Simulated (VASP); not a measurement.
VASP ran on this input.

**KPOINTS**
```
Automatic mesh
0
Gamma
7 7 7
0 0 0
```

File POSCAR:
```
Li2S
1
    0.0000000000     2.8608580000     2.8608580000
    2.8608580000     0.0000000000     2.8608580000
    2.8608580000     2.8608580000     0.0000000000
Li S
2 1
Direct
  0.2500000000   0.2500000000   0.2500000000
  0.7500000000   0.7500000000   0.7500000000
  0.0000000000   0.0000000000   0.0000000000
```

### INCAR
```
ALGO = Normal
EDIFF = 1E-6
ENCUT = 400
ISIF = 2
ISMEAR = -1
LASPH = .True.
LCHARG = .False.
LREAL = .False.
LWAVE = .False.
NELM = 100
PREC = Accurate
SIGMA = 0.05
SYSTEM = Li2S
```

POTCAR, in this order: Li_sv S (LDA.64 set). Program: vasp_std.

Problem. Write an equivalent input for Quantum ESPRESSO's pw.x.

Solution. One equivalent input (not run):
```
&CONTROL
  calculation = 'scf'
  pseudo_dir = './pseudo'
  outdir = './out'
  tprnfor = .true.
  tstress = .true.
/
&SYSTEM
  ibrav = 0
  nat = 3
  ntyp = 2
  ecutwfc = 74
  occupations = 'smearing'
  smearing = 'fermi-dirac'
  degauss = 0.003675
  input_dft = 'pz'
/
&ELECTRONS
  conv_thr = 7.3e-08
  electron_maxstep = 100
/
ATOMIC_SPECIES
  Li 6.940 Li.upf
  S 32.060 S.upf
CELL_PARAMETERS angstrom
     0.0000000    2.8608580    2.8608580
     2.8608580    0.0000000    2.8608580
     2.8608580    2.8608580    0.0000000
ATOMIC_POSITIONS crystal
  Li   0.2500000  0.2500000  0.2500000
  Li   0.7500000  0.7500000  0.7500000
  S    0.0000000  0.0000000  0.0000000
K_POINTS automatic
  7 7 7 0 0 0
```
The two are equivalent in intent, not identical: the potentials are each code's own (VASP's PAW set, PseudoDojo norm-conserving files in pw.x), so ENCUT and ecutwfc are chosen apart and not converted; conv_thr bounds pw.x's estimated SCF error, while EDIFF bounds the energy change between steps.

The structure is a typed Li2S crystal. The cell was not relaxed at this level. The run is one of a series of settings (GGA removed, POTCAR Li_sv S (LDA.64 set) against the base run), some of them coarse on purpose.
